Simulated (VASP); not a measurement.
# MnAl15N16 (a cell with a defect) in VASP: notebook, part 2 of 2

VASP 6.6.1. The steps go on from the part before.

## (3) Single point, PBEsol+U, collinear spin, ferromagnetic start

File INCAR:

```
PREC     = Accurate       # precision mode
ENCUT    = 450            # plane-wave cutoff, eV
EDIFF    = 1E-5           # SCF threshold, eV
ISMEAR   = 0              # smearing method
SIGMA    = 0.03           # smearing width, eV
LREAL    = Auto         
LASPH    = T              # aspherical terms in the spheres
NELM     = 120            # most SCF steps
ALGO     = Normal         # electronic algorithm
ISIF     = 2              # what is computed and relaxed
LWAVE    = F              # write WAVECAR
LCHARG   = F              # write CHGCAR
ISPIN    = 2              # spin polarisation
MAGMOM   = 2 0 0 0 0 0 0 0 0 0 0 0 0 0 0 0 0 0 0 0 0 0 0 0 0 0 0 0 0 0 0 0 # initial moments
LORBIT   = 11             # projections on sites
NUPDOWN  = 2              # fixed moment
LMAXMIX  = 4              # l up to which the mixer works
LDAU     = T              # DFT+U
LDAUTYPE = 2            
LDAUL    = 2 -1 -1        # shell
LDAUU    = 3.5 0 0        # U, eV
LDAUJ    = 0 0 0        
LDAUPRINT= 1            
GGA      = PS             # functional
ISYM     = 0            
KPAR     = 4
```

File KPOINTS:

```
Automatic mesh
0
Gamma
  4 4 2
```

File POSCAR:

```
MnAl15N16                               
1.0
    6.2200008610      0.0000000000      0.0000000000
   -3.1100004305      5.3866787572      0.0000000000
    0.0000000000      0.0000000000      9.9600000000
  Mn              Al              N             
     1    15    16
Direct
     0.3291007434162024    0.1634146868909445    0.9993311415618110
     0.3297170829665358    0.1637300893325153    0.4983250657271624
     0.3366418222391168    0.6672436789468914    0.0012051281701461
     0.3322166548737958    0.6647047282240751    0.4994209354017515
     0.8322887578293301    0.1654911965877650    0.0000923404282085
     0.8306503987920236    0.1639013922777497    0.4995303456655719
     0.8324746689179037    0.6652712355060969    0.9999961820207738
     0.8308327290806922    0.6642845223764793    0.4996975746671717
     0.1614401973115512    0.3309690813598361    0.2505544067722493
     0.1660618570668349    0.3337233559108179    0.7484181741864173
     0.1616569717096481    0.8271784827811363    0.2510056382361907
     0.1668695592388904    0.8317305062476035    0.7477834336423521
     0.6623466948325636    0.3295402414157032    0.2501730864015521
     0.6660987169514816    0.3321984304050197    0.7475674701909344
     0.6646511213472902    0.8309728824198505    0.2498251842072952
     0.6667425655352660    0.8327664592168751    0.7494684401436870
     0.3250209526121361    0.1603411424586945    0.1970613877924428
     0.3316250161644121    0.1652734894116260    0.6896737379943426
     0.3313326751136546    0.6641144388212622    0.1913565369484706
     0.3346102584006990    0.6665444619530059    0.6895406639753519
     0.8292839563929321    0.1642094144874053    0.1906316192929818
     0.8324485156196560    0.1648422845971978    0.6896341217539022
     0.8293752262536036    0.6622489557564463    0.1905082814182531
     0.8328846801949217    0.6661790349955854    0.6900745875319384
     0.1634853034991691    0.3317879234218789    0.4410588532525065
     0.1614278007268200    0.3412990489165733    0.9385824318947381
     0.1635222362932447    0.8291696020389778    0.4414036897872099
     0.1659026180469797    0.8242628047830733    0.9397075318478696
     0.6638387927677033    0.3307847162488979    0.4409355266348064
     0.6743200602518357    0.3358807153359836    0.9362533949228458
     0.6650734378325681    0.8310827860028781    0.4400693869691518
     0.6681769277205430    0.8330072108711570    0.9404717005599278
```

Potentials or basis: VASP PAW PBE potentials, release 64 (Mn_pv, Al, N).

The run is started by

```sh
> cat potpaw_PBE.64/Mn_pv/POTCAR potpaw_PBE.64/Al/POTCAR potpaw_PBE.64/N/POTCAR > POTCAR
> mpirun -np 4 vasp_std > vasp.out
```

OUTCAR:

```text
PREC = Accurate
   ENCUT = 450
   EDIFF = 1E-5
   ISMEAR = 0
   LREAL = Auto
   LASPH = T
   NELM = 120
   ISIF = 2
   ISPIN = 2
   LORBIT = 11
   NUPDOWN = 2
   GGA = PS
   ISYM = 0

 ion  position               nearest neighbor table
   1  0.329  0.163  0.999-  28 1.92  26 1.96  30 1.96  17 1.97  13 3.08  12 3.08  10 3.08   9 3.09
                            11 3.09   7 3.09  14 3.10   5 3.10   3 3.11   3 3.11   5 3.12   7 3.13
   2  0.330  0.164  0.498-  29 1.89  25 1.89  27 1.89  18 1.91  13 3.05  11 3.06   9 3.06  12 3.06
                            10 3.07  14 3.07   6 3.10   8 3.10   4 3.11   4 3.11   8 3.12   6 3.12
   3  0.337  0.667  0.001-  26 1.86  28 1.87  32 1.89  19 1.89  15 3.04  11 3.07  16 3.07   9 3.07
                             7 3.09   5 3.09  10 3.09  12 3.10   1 3.11   1 3.11   5 3.13   7 3.13
   4  0.332  0.665  0.499-  25 1.89  27 1.89  31 1.89  20 1.89  12 3.05  10 3.05  11 3.06   9 3.06
                            15 3.06  16 3.07   6 3.10   8 3.10   2 3.11   2 3.11   8 3.12   6 3.12
   5  0.832  0.165  0.000-  26 1.88  30 1.88  32 1.89  21 1.90   9 3.06  15 3.07  13 3.07  16 3.07
                            10 3.08  14 3.09   3 3.09   1 3.10   7 3.11   7 3.11   1 3.12   3 3.13
   6  0.831  0.164  0.500-  25 1.89  31 1.89  29 1.89  22 1.89  14 3.05   9 3.05  16 3.06  15 3.07
                            13 3.07  10 3.07   4 3.10   2 3.10   8 3.11   8 3.11   2 3.12   4 3.12
[... 3663 lines left out ...]
      direct lattice vectors                 reciprocal lattice vectors
     6.220000861  0.000000000  0.000000000     0.160771682  0.092821574  0.000000000
    -3.110000430  5.386678757  0.000000000     0.000000000  0.185643148  0.000000000
     0.000000000  0.000000000  9.960000000     0.000000000  0.000000000  0.100401606

 POSITION                                       TOTAL-FORCE (eV/Angst)
 -----------------------------------------------------------------------------------
      1.53879      0.88026      9.95334        -0.055134      0.337518     -0.098676
      1.54164      0.88196      4.96332         0.006574     -0.001620      0.068393
      0.01878      3.59423      0.01200        -0.151859     -0.028597     -0.100720
     -0.00084      3.58055      4.97423         0.002393      0.015213      0.011110
      4.66216      0.89145      0.00092        -0.076664      0.050237     -0.091340
      4.65691      0.88288      4.97532        -0.006265      0.001368      0.005795
[... 24 lines left out ...]
      1.55209      4.47678      4.38309        -0.000868      0.010594      0.013114
      1.56541      4.48714      9.36710         0.006404      0.008895      0.018695
 -----------------------------------------------------------------------------------
    total drift:                               -0.006225     -0.003523      0.048035

  FREE ENERGIE OF THE ION-ELECTRON SYSTEM (eV)
  ---------------------------------------------------
  free  energy   TOTEN  =      -249.0888342545 eV

  energy  without entropy=     -249.0888342545  energy(sigma->0) =     -249.08883425

 total charge

# of ion       s       p       d       tot
------------------------------------------
    1        0.360   6.369   5.007  11.736
    2        0.369   0.442   0.000   0.811
    3        0.371   0.452   0.000   0.823
    4        0.370   0.447   0.000   0.817
    5        0.371   0.448   0.000   0.819
    6        0.370   0.446   0.000   0.816
[... 24 lines left out ...]
   31        1.223   2.618   0.000   3.841
   32        1.223   2.616   0.000   3.840
--------------------------------------------------
tot         25.518  54.764   5.007  85.289

 magnetization (x)

# of ion       s       p       d       tot
------------------------------------------
    1        0.013   0.020   1.945   1.978
    2       -0.000  -0.000   0.000  -0.000
    3        0.003   0.005   0.000   0.008
    4       -0.000  -0.000   0.000  -0.000
    5        0.003   0.003   0.000   0.006
    6       -0.000  -0.000   0.000  -0.000
[... 24 lines left out ...]
   31        0.000  -0.000   0.000  -0.000
   32       -0.000   0.001   0.000   0.000
--------------------------------------------------
tot          0.018  -0.056   1.945   1.907
```

OSZICAR:

```text
N       E                     dE             d eps       ncg     rms          rms(c)
DAV:   1     0.700530473179E+03    0.70053E+03   -0.61079E+04  7288   0.131E+03
DAV:   2    -0.215401935461E+03   -0.91593E+03   -0.88517E+03  8780   0.292E+02
DAV:   3    -0.286794140577E+03   -0.71392E+02   -0.70318E+02  8072   0.904E+01
[... 50 lines left out ...]
DAV:  54    -0.249088781441E+03   -0.99824E-04   -0.28457E-04  7252   0.714E-02    0.159E-02
DAV:  55    -0.249088776116E+03    0.53250E-05   -0.20356E-03  9273   0.108E-01    0.278E-02
DAV:  56    -0.249088801722E+03   -0.25607E-04   -0.30370E-04  7648   0.436E-02    0.238E-02
DAV:  57    -0.249088822372E+03   -0.20650E-04   -0.78100E-05  4821   0.253E-02    0.132E-02
DAV:  58    -0.249088825125E+03   -0.27524E-05   -0.40186E-04  6604   0.459E-02    0.166E-02
DAV:  59    -0.249088834254E+03   -0.91299E-05   -0.24773E-05  4708   0.151E-02
   1 F= -.24908883E+03 E0= -.24908883E+03  d E =-.134357E-11  mag=     2.0000
```

stdout:

```text
POSCAR found type information on POSCAR MnAlN
 POSCAR found :  3 types and      32 ions
 scaLAPACK will be used
 -----------------------------------------------------------------------------
|                                                                             |
|                                                                             |
|     You enforced a specific xc type in the INCAR file but a different       |
|     I HOPE YOU KNOW WHAT YOU ARE DOING!                                     |
|                                                                             |
 -----------------------------------------------------------------------------

 LDA part: xc-table for (Slater+PW92), standard interpolation
 POSCAR, INCAR and KPOINTS ok, starting setup
 FFT: planning ... GRIDC
 FFT: planning ... GRID_SOFT
 FFT: planning ... GRID
 WAVECAR not read
 entering main loop
```

Wall time 30 min (4 MPI ranks of Intel Xeon 6975P-C (Granite Rapids), shared host); peak memory 0.93 GiB.

What came out:

```
Free energy                                           : -249.0888 eV
Largest force                                         : 0.356 eV/Å
Net moment                                            : 2.00 μB per cell
Site moments                                          : Mn +1.98; Al -0.00, +0.01, +0.00; N -0.04, -0.00, +0.00, +0.03, -0.03 μB
Valence electrons inside the program's atomic spheres : Mn 11.74; Al 0.81, 0.82; N 3.81, 3.83, 3.84, 3.82
```

Forces in eV/Å, atoms in the order of the input:
```
Mn  -0.055  0.338 -0.099
Al   0.007 -0.002  0.068
Al  -0.152 -0.029 -0.101
Al   0.002  0.015  0.011
Al  -0.077  0.050 -0.091
Al  -0.006  0.001  0.006
Al   0.104 -0.020 -0.070
Al  -0.004 -0.003  0.017
Al  -0.024  0.097 -0.046
Al  -0.028  0.023  0.076
Al   0.039 -0.060 -0.097
Al   0.010 -0.016  0.142
Al   0.018  0.038 -0.032
Al   0.016  0.016 -0.001
Al  -0.023 -0.034 -0.025
Al   0.008 -0.019  0.050
N    0.109 -0.037 -0.337
N    0.008  0.024  0.055
N   -0.005 -0.018  0.068
N    0.000 -0.008 -0.055
N    0.003 -0.017  0.039
N   -0.004  0.018 -0.022
N   -0.008  0.004  0.045
N    0.015 -0.017 -0.033
N    0.043 -0.050 -0.034
N    0.186 -0.073  0.086
N   -0.011  0.028 -0.006
N    0.008 -0.119  0.109
N   -0.022 -0.019 -0.027
N   -0.162 -0.131  0.273
N   -0.001  0.011  0.013
N    0.006  0.009  0.019
```

Eigenvalues of the final occupation matrices:
| site | spin | trace | eigenvalues |
| --- | --- | --- | --- |
| site 1 d | 1 | 3.49 | 0.28 0.40 0.93 0.94 0.94 |
| site 1 d | 2 | 1.54 | 0.06 0.14 0.20 0.23 0.92 |

Caveat: the PAW data sets were made with another functional, which shifts forces and pressure a little; the total moment is fixed, so each spin has its own Fermi level; only a ferromagnetic start was run, and an antiferromagnetic order may lie lower in energy. The state reached can hang on the start; a lower one may exist.

## (4) Single point, PBEsol+U, collinear spin, ferromagnetic start

Changes to INCAR since step 3:

```diff
@@ -13,5 +13,5 @@
 ISPIN    = 2              # spin polarisation
-MAGMOM   = 2 0 0 0 0 0 0 0 0 0 0 0 0 0 0 0 0 0 0 0 0 0 0 0 0 0 0 0 0 0 0 0 # initial moments
+MAGMOM   = 4 0 0 0 0 0 0 0 0 0 0 0 0 0 0 0 0 0 0 0 0 0 0 0 0 0 0 0 0 0 0 0 # initial moments
 LORBIT   = 11             # projections on sites
-NUPDOWN  = 2              # fixed moment
+NUPDOWN  = 4              # fixed moment
 LMAXMIX  = 4              # l up to which the mixer works
```

File KPOINTS:

```
Automatic mesh
0
Gamma
  3 3 2
```

POSCAR is that of step 3.

The run is started by

```sh
> cat potpaw_PBE.64/Mn_pv/POTCAR potpaw_PBE.64/Al/POTCAR potpaw_PBE.64/N/POTCAR > POTCAR
> mpirun -np 4 vasp_std > vasp.out
```

Run time: 5.3 min. Hardware: 4 MPI ranks of Intel Xeon 6975P-C (Granite Rapids), shared host; peak memory 0.7 GiB.

Results (log left out):

* Free energy: -250.3566 eV
* Largest force: 0.623 eV/Å
* Net moment: 4.00 μB per cell
* Site moments: Mn +3.86; Al +0.00, +0.01; N -0.00, +0.01, +0.00, -0.07, -0.08, -0.04 μB
* Valence electrons inside the program's atomic spheres: Mn 11.72; Al 0.81, 0.82; N 3.82, 3.83, 3.84, 3.81

Forces in eV/Å, atoms in the order of the input:
```
Mn   0.060  0.283 -0.132
Al   0.001  0.003 -0.057
Al   0.041  0.047  0.089
Al  -0.023 -0.004 -0.012
Al  -0.105 -0.013  0.031
Al  -0.002  0.030 -0.009
Al   0.039 -0.078  0.010
Al   0.017 -0.016  0.001
Al   0.127 -0.040  0.040
Al  -0.042  0.004 -0.089
Al  -0.002  0.111  0.019
Al  -0.021 -0.038  0.015
Al  -0.135 -0.045  0.005
Al   0.045  0.030 -0.048
Al  -0.003 -0.026  0.023
Al   0.018 -0.011 -0.049
N    0.066  0.040  0.618
N   -0.001  0.019  0.050
N   -0.005 -0.018 -0.013
N    0.011  0.004  0.017
N    0.011 -0.017 -0.031
N    0.004 -0.015  0.002
N   -0.003  0.007 -0.017
N   -0.017  0.008 -0.012
N   -0.019 -0.003  0.028
N   -0.124 -0.004 -0.192
N    0.002 -0.027  0.033
N   -0.220 -0.490 -0.289
N    0.033  0.009  0.030
N    0.241  0.228 -0.074
N   -0.008  0.008 -0.005
N    0.014  0.012  0.018
```

Eigenvalues of the final occupation matrices:
```tsv
site	spin	trace	eigenvalues
site 1 d	1	4.40	0.75 0.83 0.93 0.94 0.95
site 1 d	2	0.61	0.05 0.06 0.16 0.16 0.18
```

Caveat: the k mesh is coarse (spacing up to 0.39 Å⁻¹), so the values aren't converged; the PAW data sets were made with another functional, which shifts forces and pressure a little; the total moment is fixed, so each spin has its own Fermi level; only a ferromagnetic start was run, and an antiferromagnetic order may lie lower in energy. The state reached can hang on the start; a lower one may exist.

## (5) Overview

```tsv
U	fixed moment (μB)	k mesh	mesh quality	moment (μB)	largest force (eV/Å)
Mn d U = 5.5 eV	2	3 × 3 × 2	coarse	2.00	0.75
Mn d U = 3.5 eV	2	4 × 4 × 2	not flagged	2.00	0.36
Mn d U = 3.5 eV	4	3 × 3 × 2	coarse	4.00	0.62
```

Alike in all rows: task single point; level PBEsol+U; potentials or basis VASP PAW PBE potentials, release 64 (Mn_pv, Al, N); spin collinear, ferromagnetic start; cell as given; cutoff (eV) 450; smearing gaussian 0.03 eV.

Caveats: some runs use coarse meshes; the PAW data sets were made with another functional, which shifts forces and pressure a little; the total moment is fixed, so each spin has its own Fermi level; only a ferromagnetic start was run, and an antiferromagnetic order may lie lower in energy.

Absolute energies hang on the potentials; compare differences alone.
